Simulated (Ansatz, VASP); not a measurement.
# BaZrO3 in two plane-wave programs, part 2 of 3

Aim: how closely do two programs agree when they are given the same cell, functional and k mesh?  The cell is taken from a series of runs on this material, whose earlier steps may have relaxed or scaled it; both programs get it as it stands.

VASP 6.6.1 and Ansatz 0.2.0.

So far: The structure; Ansatz: zone-centre phonons, LDA.

## (3) VASP: zone-centre phonons, LDA

Level of this step: LDA; plane waves and PAW (Ba_sv, Zr_sv, O) (VASP).

The same cell, functional (in two slightly different forms) and mesh now go to VASP, with its own data sets and cutoff.

Lines of VASP's logs that name or quote its potential files are left out, and so is its time.

Input file INCAR:

```
SYSTEM = BaZrO3
PREC = Accurate
ENCUT = 520
EDIFF = 1E-08
NELM = 100
ISMEAR = 0
SIGMA = 0.01
LREAL = .FALSE.
ALGO = Normal
GGA = CA
NBANDS = 26
LORBIT = 11
LWAVE = .FALSE.
LCHARG = .FALSE.
KPAR = 2
ISIF = 2
LASPH = .TRUE.
IBRION = 8
LEPSILON = .TRUE.
```

Input file POSCAR:

```
BaZrO3
1.0
    4.1594782607      0.0000000000      0.0000000000
    0.0000000000      4.1594782607      0.0000000000
    0.0000000000      0.0000000000      4.1594782607
Ba Zr O
1 1 3
Direct
    0.0000000000      0.0000000000      0.0000000000
    0.5000000000      0.5000000000      0.5000000000
    0.5000000000      0.5000000000      0.0000000000
    0.5000000000      0.0000000000      0.5000000000
    0.0000000000      0.5000000000      0.5000000000
```

Input file KPOINTS:

```
Automatic mesh
0
Gamma
5 5 5
0 0 0
```

The projector-augmented-wave data sets are Ba_sv, Zr_sv and O (LDA family, release 64).

Command:

```sh
$ mpirun -np 2 vasp_std
```

What it wrote:

```text
[banner, memory and clock lines left out]
running    2 mpi-ranks, on    1 nodes
 distrk:  each k-point on    1 cores,    2 groups
 distr:  one band on    1 cores,    1 groups

 POSCAR found type information on POSCAR BaZrO
 POSCAR found :  3 types and       5 ions
 LDA part: xc-table for (Slater(with rela. corr.)+CA(PZ))
 , standard interpolation
 POSCAR, INCAR and KPOINTS ok, starting setup
 FFT: planning ... GRIDC
 FFT: planning ... GRID_SOFT
 FFT: planning ... GRID
 WAVECAR not read
 entering main loop
       N       E                     dE             d eps       ncg     rms          rms(c)
DAV:   1     0.306997917694E+03    0.30700E+03   -0.22158E+04   520   0.151E+03
DAV:   2    -0.333012628305E+02   -0.34030E+03   -0.33462E+03   646   0.375E+02
DAV:   3    -0.525703945062E+02   -0.19269E+02   -0.19217E+02   806   0.835E+01
DAV:   4    -0.530655814866E+02   -0.49519E+00   -0.49479E+00   736   0.108E+01
DAV:   5    -0.530739516087E+02   -0.83701E-02   -0.83692E-02   742   0.119E+00    0.306E+01
DAV:   6    -0.459695234764E+02    0.71044E+01   -0.40031E+01   594   0.406E+01    0.140E+01
DAV:   7    -0.458096069290E+02    0.15992E+00   -0.30871E+00   740   0.101E+01    0.850E+00
DAV:   8    -0.457445108623E+02    0.65096E-01   -0.31814E-01   634   0.432E+00    0.657E-01
DAV:   9    -0.457402959861E+02    0.42149E-02   -0.51184E-02   754   0.130E+00    0.484E-01
DAV:  10    -0.457402644122E+02    0.31574E-04   -0.12936E-02   730   0.954E-01    0.252E-01
DAV:  11    -0.457399026734E+02    0.36174E-03   -0.22018E-03   668   0.410E-01    0.282E-02
DAV:  12    -0.457399044301E+02   -0.17567E-05   -0.10908E-04   720   0.729E-02    0.263E-02
DAV:  13    -0.457399025255E+02    0.19047E-05   -0.80383E-06   650   0.200E-02    0.281E-03
DAV:  14    -0.457399025428E+02   -0.17326E-07   -0.70992E-07   680   0.659E-03    0.302E-03
DAV:  15    -0.457399025281E+02    0.14708E-07   -0.63824E-08   644   0.226E-03    0.677E-04
DAV:  16    -0.457399025271E+02    0.95952E-09   -0.11687E-08   498   0.846E-04
   1 F= -.45739903E+02 E0= -.45739903E+02  d E =-.359738-144
 Linear response reoptimize wavefunctions to high precision
DAV:   1    -0.457399025272E+02   -0.12096E-09   -0.28506E-09   394   0.368E-04
DAV:   2    -0.457399025273E+02   -0.10186E-09   -0.29541E-10   302   0.997E-05
DAV:   3    -0.457399025273E+02    0.40473E-10   -0.90783E-11   302   0.477E-05
 Linear response G [H, r] |phi>, progress :
  Direction:   1
       N       E                     dE             d eps       ncg     rms
RMM:   1    -0.138418068560E+03   -0.13842E+03    0.11204E+03  1144   0.157E+02
RMM:   2    -0.134422872005E+03    0.39952E+01   -0.41061E+01   978   0.303E+01
RMM:   3    -0.135930725961E+03   -0.15079E+01   -0.87575E+00  1133   0.953E+00
RMM:   4    -0.136329286851E+03   -0.39856E+00   -0.13758E+00  1220   0.362E+00
RMM:   5    -0.136397217411E+03   -0.67931E-01   -0.25044E-01  1216   0.141E+00
RMM:   6    -0.136410186867E+03   -0.12969E-01   -0.46439E-01  1244   0.592E-01
RMM:   7    -0.136414333115E+03   -0.41462E-02   -0.71103E-01  1204   0.304E-01
RMM:   8    -0.136416148942E+03   -0.18158E-02   -0.38152E-01  1188   0.172E-01
RMM:   9    -0.136415491839E+03    0.65710E-03   -0.42102E-01  1189   0.107E-01
RMM:  10    -0.136416263683E+03   -0.77184E-03   -0.25649E-01  1177   0.716E-02
RMM:  11    -0.136415815302E+03    0.44838E-03   -0.20531E-01  1130   0.487E-02
RMM:  12    -0.136416708350E+03   -0.89305E-03   -0.13609E-01  1110   0.360E-02
RMM:  13    -0.136416131366E+03    0.57698E-03   -0.82512E-02  1086   0.267E-02
RMM:  14    -0.136416811850E+03   -0.68048E-03   -0.68154E-02  1063   0.215E-02
RMM:  15    -0.136416485934E+03    0.32592E-03   -0.34985E-02  1032   0.175E-02
RMM:  16    -0.136416778477E+03   -0.29254E-03   -0.31353E-02  1014   0.153E-02
RMM:  17    -0.136416600946E+03    0.17753E-03   -0.14895E-02  1009   0.137E-02
RMM:  18    -0.136416789847E+03   -0.18890E-03   -0.14799E-02   990   0.127E-02
RMM:  19    -0.136416657800E+03    0.13205E-03   -0.68658E-03   962   0.121E-02
RMM:  20    -0.136416769332E+03   -0.11153E-03   -0.92043E-03   944   0.117E-02
RMM:  21    -0.136416726378E+03    0.42955E-04   -0.46517E-03   938   0.114E-02
RMM:  22    -0.136416746919E+03   -0.20541E-04   -0.41416E-03   923   0.113E-02
 Linear response G [H, r] |phi>, progress :
  Direction:   2
       N       E                     dE             d eps       ncg     rms
RMM:   1    -0.154713267838E+03   -0.15471E+03    0.10026E+03  1149   0.159E+02
RMM:   2    -0.151390465919E+03    0.33228E+01   -0.58908E+01   963   0.327E+01
RMM:   3    -0.153245037057E+03   -0.18546E+01   -0.12760E+01  1167   0.108E+01
RMM:   4    -0.153687794949E+03   -0.44276E+00   -0.20069E+00  1261   0.424E+00
RMM:   5    -0.153769225213E+03   -0.81430E-01   -0.41453E-01  1263   0.167E+00
RMM:   6    -0.153788449727E+03   -0.19225E-01    0.99708E-03  1278   0.680E-01
RMM:   7    -0.153791473356E+03   -0.30236E-02   -0.41789E-02  1243   0.343E-01
[...]
RMM:  15    -0.826398963331E+00   -0.13594E-05   -0.57041E-06  1960   0.158E-03    0.597E-05
RMM:  16    -0.826402154942E+00   -0.31916E-05   -0.54466E-06  2000   0.141E-03    0.158E-04
RMM:  17    -0.826400383763E+00    0.17712E-05   -0.37459E-06  1881   0.123E-03    0.201E-05
RMM:  18    -0.826400278873E+00    0.10489E-06   -0.36563E-06  1751   0.110E-03    0.530E-05
[...]
RMM:   3    -0.704027636150E+00   -0.27039E-02   -0.32700E-02  1721   0.544E-01    0.898E-02
RMM:   4    -0.706055708023E+00   -0.20281E-02   -0.91676E-03  2019   0.223E-01    0.444E-02
RMM:   5    -0.706210267871E+00   -0.15456E-03   -0.58459E-04  2048   0.750E-02    0.208E-02
RMM:   6    -0.706113424987E+00    0.96843E-04   -0.13043E-04  2074   0.364E-02    0.236E-03
RMM:   7    -0.706114570916E+00   -0.11459E-05   -0.44247E-05  2050   0.164E-02    0.188E-03
RMM:   8    -0.706113022983E+00    0.15479E-05   -0.68120E-05  2153   0.831E-03    0.882E-04
RMM:   9    -0.706118142502E+00   -0.51195E-05   -0.42518E-05  2194   0.471E-03    0.220E-04
RMM:  10    -0.706119941979E+00   -0.17995E-05   -0.14665E-05  2223   0.298E-03    0.150E-04
RMM:  11    -0.706119940414E+00    0.15642E-08   -0.95967E-06  2275   0.207E-03    0.191E-04
RMM:  12    -0.706119974953E+00   -0.34539E-07   -0.79791E-06  2244   0.157E-03    0.189E-04
RMM:  13    -0.706119997353E+00   -0.22400E-07   -0.51214E-06  2215   0.125E-03    0.198E-04
RMM:  14    -0.706120316591E+00   -0.31924E-06   -0.33675E-06  2193   0.105E-03    0.238E-04
RMM:  15    -0.706120283770E+00    0.32820E-07   -0.23775E-06  2275   0.898E-04    0.259E-04
RMM:  16    -0.706120522402E+00   -0.23863E-06   -0.18549E-06  2232   0.790E-04    0.277E-04
RMM:  17    -0.706120573783E+00   -0.51381E-07   -0.11537E-06  2294   0.704E-04    0.289E-04
RMM:  18    -0.706120765121E+00   -0.19134E-06   -0.10555E-06  2241   0.637E-04    0.290E-04
 first order change of Fermi-energy  -0.72279E-02
 force on displaced ion       2 direction 1 :  -9.633   0.000  -0.000
 Born effective charge ion    2 direction 1 :   6.129   0.000   0.000
 Linear response progress:
  Degree of freedom:   3/  4
       N       E                     dE             d eps       ncg     rms          rms(c)
RMM:   1    -0.370454468665E+00   -0.37045E+00    0.18495E-01  2817   0.261E+00
RMM:   2    -0.360091020513E+00    0.10363E-01   -0.11663E-02  2420   0.392E-01    0.117E-01
RMM:   3    -0.361295429825E+00   -0.12044E-02   -0.19848E-03  2470   0.151E-01    0.599E-02
RMM:   4    -0.362726032206E+00   -0.14306E-02   -0.76733E-04  2482   0.114E-01    0.153E-02
RMM:   5    -0.362756995598E+00   -0.30963E-04   -0.13830E-04  2948   0.344E-02    0.498E-03
RMM:   6    -0.362781603602E+00   -0.24608E-04   -0.20456E-05  3104   0.124E-02    0.166E-03
RMM:   7    -0.362782181682E+00   -0.57808E-06    0.73338E-06  3107   0.562E-03    0.821E-04
RMM:   8    -0.362780447048E+00    0.17346E-05   -0.43112E-06  3197   0.314E-03    0.312E-04
RMM:   9    -0.362780479200E+00   -0.32152E-07   -0.47963E-06  3180   0.185E-03    0.230E-04
RMM:  10    -0.362781973214E+00   -0.14940E-05    0.48028E-07  3198   0.129E-03    0.662E-05
RMM:  11    -0.362782076224E+00   -0.10301E-06   -0.83214E-07  3262   0.874E-04    0.421E-05
RMM:  12    -0.362782529915E+00   -0.45369E-06   -0.50800E-09  3311   0.656E-04    0.269E-05
RMM:  13    -0.362782692520E+00   -0.16260E-06   -0.27272E-07  3348   0.506E-04    0.179E-05
RMM:  14    -0.362782833973E+00   -0.14145E-06   -0.29130E-07  3254   0.422E-04    0.532E-06
RMM:  15    -0.362782891059E+00   -0.57087E-07   -0.85165E-08  3333   0.362E-04    0.107E-05
RMM:  16    -0.362782979419E+00   -0.88360E-07   -0.65271E-08  3246   0.326E-04    0.170E-06
RMM:  17    -0.362783003623E+00   -0.24204E-07   -0.36846E-08  3233   0.301E-04    0.554E-06
RMM:  18    -0.362783017571E+00   -0.13947E-07   -0.30152E-08  3138   0.283E-04    0.117E-06
RMM:  19    -0.362783050727E+00   -0.33156E-07   -0.11213E-07  3162   0.272E-04    0.326E-06
RMM:  20    -0.362783042326E+00    0.84005E-08   -0.17668E-07  2969   0.263E-04    0.126E-06
RMM:  21    -0.362783069557E+00   -0.27230E-07    0.27829E-08  3083   0.258E-04    0.227E-06
RMM:  22    -0.362783058418E+00    0.11138E-07   -0.10791E-07  2925   0.253E-04    0.104E-06
RMM:  23    -0.362783061485E+00   -0.30664E-08   -0.58525E-08  2821   0.250E-04    0.251E-06
 first order change of Fermi-energy  -0.16482E+00
 force on displaced ion       3 direction 1 :  -2.360   0.000   0.000
 Born effective charge ion    3 direction 1 :  -2.030   0.000   0.000
 Linear response progress:
  Degree of freedom:   4/  4
       N       E                     dE             d eps       ncg     rms          rms(c)
RMM:   1    -0.380094090155E+00   -0.38009E+00    0.18975E-01  1893   0.277E+00
RMM:   2    -0.367363888371E+00    0.12730E-01   -0.41722E-02  1711   0.584E-01    0.163E-01
RMM:   3    -0.368863485629E+00   -0.14996E-02   -0.48042E-03  1699   0.255E-01    0.920E-02
RMM:   4    -0.370625635674E+00   -0.17622E-02   -0.14507E-03  1763   0.155E-01    0.283E-02
RMM:   5    -0.370904302394E+00   -0.27867E-03   -0.34215E-04  1928   0.591E-02    0.969E-03
RMM:   6    -0.370961688666E+00   -0.57386E-04   -0.50882E-05  2050   0.220E-02    0.585E-03
RMM:   7    -0.370939942421E+00    0.21746E-04   -0.55676E-05  1895   0.111E-02    0.136E-03
RMM:   8    -0.370950668284E+00   -0.10726E-04   -0.48759E-05  2031   0.547E-03    0.424E-04
RMM:   9    -0.370955462260E+00   -0.47940E-05   -0.26414E-05  2086   0.285E-03    0.317E-04
RMM:  10    -0.370956556712E+00   -0.10945E-05   -0.26175E-05  2126   0.162E-03    0.123E-04
RMM:  11    -0.370956710723E+00   -0.15401E-06   -0.84608E-06  2164   0.102E-03    0.513E-05
RMM:  12    -0.370956628278E+00    0.82445E-07   -0.98548E-06  2159   0.696E-04    0.761E-05
RMM:  13    -0.370956622615E+00    0.56634E-08   -0.39720E-06  2159   0.513E-04    0.982E-05
RMM:  14    -0.370956595947E+00    0.26668E-07   -0.40177E-06  2167   0.416E-04    0.123E-04
RMM:  15    -0.370956613908E+00   -0.17961E-07   -0.23781E-06  2173   0.340E-04    0.128E-04
RMM:  16    -0.370956714287E+00   -0.10038E-06   -0.17982E-06  2071   0.307E-04    0.118E-04
RMM:  17    -0.370957710538E+00   -0.99625E-06   -0.19892E-06  2191   0.393E-04    0.174E-04
RMM:  18    -0.370956722105E+00    0.98843E-06   -0.40427E-07  2113   0.363E-04    0.910E-05
RMM:  19    -0.370956377616E+00    0.34449E-06   -0.17752E-06  1971   0.259E-04    0.120E-04
RMM:  20    -0.370956149790E+00    0.22783E-06   -0.66440E-07  2030   0.228E-04    0.147E-04
RMM:  21    -0.370956194382E+00   -0.44591E-07   -0.69441E-07  2085   0.209E-04    0.139E-04
RMM:  22    -0.370956284370E+00   -0.89989E-07   -0.20806E-07  2049   0.207E-04    0.126E-04
 first order change of Fermi-energy   0.34614E-02
 force on displaced ion       3 direction 3 :   0.000  -0.000 -13.868
 Born effective charge ion    3 direction 3 :   0.000   0.000  -4.840
 Born effective charges drift removed
 Linear response finished
```

[end of part 2 of 3]

[Lines on the potential files, build, host, timing and source positions are cut from VASP's logs without a mark.]

[Logs are printed without paths, hosts, clocks, repeated set-up lines and the standing remarks that a program may print on its own settings, such as how far it seeks lower states.]

[Hosts, paths, dates, database ids (printed as entryN), source tags and the programs' standing remarks are cut or masked in the printed files.]
